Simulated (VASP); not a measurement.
Calculation: r2SCAN meta-GGA, VASP's PBE PAW potentials (set 64) (plane waves; VASP).

VASP ran on this input.

### KPOINTS_OPT
```
k-points along high-symmetry lines
10
Line-mode
Reciprocal
  0.000000   0.000000   0.000000 ! GAMMA
  0.500000   0.000000   0.500000 ! X

  0.500000   0.000000   0.500000 ! X
  0.625000   0.250000   0.625000 ! U

  0.375000   0.375000   0.750000 ! K
  0.000000   0.000000   0.000000 ! GAMMA

  0.000000   0.000000   0.000000 ! GAMMA
  0.500000   0.500000   0.500000 ! L

  0.500000   0.500000   0.500000 ! L
  0.500000   0.250000   0.750000 ! W

  0.500000   0.250000   0.750000 ! W
  0.500000   0.000000   0.500000 ! X
```

**KPOINTS**
```
Automatic mesh
0
Gamma
22 22 22
0 0 0
```

File POSCAR:
```
Be
1
    0.0000000000     1.5819607263     1.5819607263
    1.5819607263     0.0000000000     1.5819607263
    1.5819607263     1.5819607263     0.0000000000
Be
1
Direct
  0.0000000000   0.0000000000   0.0000000000
```

INCAR:
```
# general
SYSTEM   =  Be
PREC     =  Accurate
ENCUT    =  400   # plane-wave cut-off (eV)
LREAL    =  .False.   # projection in real space or not
LASPH    =  .True.

# electronic loop
EDIFF    =  1E-7
NELM     =  100   # most electronic steps
ALGO     =  Normal
LMIXTAU  =  .True.

# smearing
ISMEAR   =  -5

# functional
METAGGA  =  R2SCAN

# ions
ISIF     =  2

# output
LWAVE    =  .False.
LCHARG   =  .False.
LORBIT   =  11
NEDOS    =  601   # DOS grid
```

POTCAR, in this order: Be (PBE.64 set). Program: vasp_std.

The resulting files:

File OSZICAR:
```
       N       E                     dE             d eps       ncg     rms          rms(c)
DAV:   1    -0.315290855753E+01   -0.31529E+01   -0.10497E+03  3570   0.278E+02
DAV:   2    -0.438628029152E+01   -0.12334E+01   -0.12147E+01  4565   0.321E+01
DAV:   3    -0.438990545935E+01   -0.36252E-02   -0.36291E-02  3910   0.147E+00
DAV:   4    -0.438990675562E+01   -0.12963E-05   -0.13005E-05  4565   0.282E-02
DAV:   5    -0.438990675672E+01   -0.11043E-08   -0.17558E-09  3935   0.195E-04    0.846E-01
DAV:   6    -0.424554391410E+01    0.14436E+00   -0.63952E-02  3350   0.198E+00    0.507E-01
DAV:   7    -0.426710337538E+01   -0.21559E-01   -0.22171E-02  3355   0.107E+00    0.243E-01
DAV:   8    -0.425481869441E+01    0.12285E-01   -0.67837E-03  3335   0.558E-01    0.136E-02
DAV:   9    -0.425481844055E+01    0.25386E-06   -0.51041E-05  4350   0.675E-02    0.112E-02
DAV:  10    -0.425479977769E+01    0.18663E-04   -0.17287E-05  3365   0.338E-02    0.525E-03
DAV:  11    -0.425473901975E+01    0.60758E-04   -0.22012E-05  3330   0.281E-02    0.287E-04
DAV:  12    -0.425473812267E+01    0.89708E-06   -0.23164E-07  4210   0.468E-03    0.167E-04
DAV:  13    -0.425473933347E+01   -0.12108E-05   -0.27093E-08  2670   0.117E-03    0.525E-05
DAV:  14    -0.425473829237E+01    0.10411E-05   -0.10554E-08  1680   0.768E-04    0.204E-05
DAV:  15    -0.425473839782E+01   -0.10545E-06   -0.25944E-10  1650   0.128E-04    0.436E-06
DAV:  16    -0.425473836024E+01    0.37584E-07   -0.18175E-11  1645   0.340E-05
   1 F= -.42547384E+01 E0= -.42547384E+01  d E =0.000000E+00
       N       E                     dE             ncg
```

### OUTCAR
```
------------------------ aborting loop because EDIFF is reached ----------------------------------------
  FORCE on cell =-STRESS in cart. coord.  units (eV):
  Direction    XX          YY          ZZ          XY          YZ          ZX
  --------------------------------------------------------------------------------------
  Total       -0.0235914     -0.0235914     -0.0235914      0.0000000      0.0000000      0.0000000
  in kB       -4.7736150     -4.7736150     -4.7736150      0.0000000      0.0000000      0.0000000
  external PRESSURE =      -4.7736150 kB  Pullay stress =       0.0000000 kB
  volume of cell :        7.92
      direct lattice vectors                 reciprocal lattice vectors
     0.000000000  1.581960726  1.581960726    -0.316063472  0.316063472  0.316063472
     1.581960726  0.000000000  1.581960726     0.316063472 -0.316063472  0.316063472
     1.581960726  1.581960726  0.000000000     0.316063472  0.316063472 -0.316063472
 POSITION                                       TOTAL-FORCE (eV/Angst)
 -----------------------------------------------------------------------------------
      0.00000      0.00000      0.00000        -0.000000     -0.000000     -0.000000
 -----------------------------------------------------------------------------------
    total drift:                               -0.000000      0.000000      0.000000
  FREE ENERGIE OF THE ION-ELECTRON SYSTEM (eV)
  ---------------------------------------------------
  free  energy   TOTEN  =        -4.2547383602 eV

  energy  without entropy=       -4.2547383602  energy(sigma->0) =       -4.25473836

 total charge

# of ion       s       p       d       tot
------------------------------------------
    1        0.396   0.771   0.000   1.167
```
(Selected blocks of OUTCAR.)

### OUTCAR
```
 val. band max:        8.1059557697   @ k =  -0.2727   0.4545   0.1818

 cond. band min:       7.3402531205   @ k =  -0.3636   0.3636   0.0000


 Fermi energy:         7.7004255002

 k-point     1 :       0.0000    0.0000    0.0000
  band No.  band energies     occupation
      1      -5.1158      2.00000
      2      28.6405      0.00000
      3      28.6405      0.00000
      4      28.6405      0.00000
      5      38.0681      0.00000

 k-point     2 :       0.0455    0.0000    0.0000
  band No.  band energies     occupation
      1      -5.0419      2.00000
      2      28.0025      0.00000
      3      28.5044      0.00000
      4      28.5044      0.00000
      5      37.1523      0.00000

 k-point     3 :       0.0909    0.0000    0.0000
  band No.  band energies     occupation
      1      -4.8202      2.00000
      2      26.2701      0.00000
      3      28.1461      0.00000
      4      28.1461      0.00000
      5      36.4419      0.00000

 k-point     4 :       0.1364    0.0000    0.0000
  band No.  band energies     occupation
      1      -4.4508      2.00000
      2      23.9021      0.00000
      3      27.6697      0.00000
      4      27.6697      0.00000
      5      36.3928      0.00000

 k-point     5 :       0.1818    0.0000    0.0000
  band No.  band energies     occupation
      1      -3.9343      2.00000
      2      21.2981      0.00000
      3      27.1685      0.00000
      4      27.1685      0.00000
      5      36.7655      0.00000

 k-point     6 :       0.2273    0.0000    0.0000
  band No.  band energies     occupation
      1      -3.2725      2.00000
      2      18.6724      0.00000
      3      26.7030      0.00000
      4      26.7030      0.00000
      5      37.3575      0.00000

 k-point     7 :       0.2727    0.0000    0.0000
  band No.  band energies     occupation
      1      -2.4697      2.00000
      2      16.1315      0.00000
      3      26.3055      0.00000
...
```

For a metal the tetrahedron method with Blöchl corrections gives inexact stress and forces.

The structure was generated: Be was put into the fcc type (Fm-3m), which need not be its known phase. It was relaxed first.
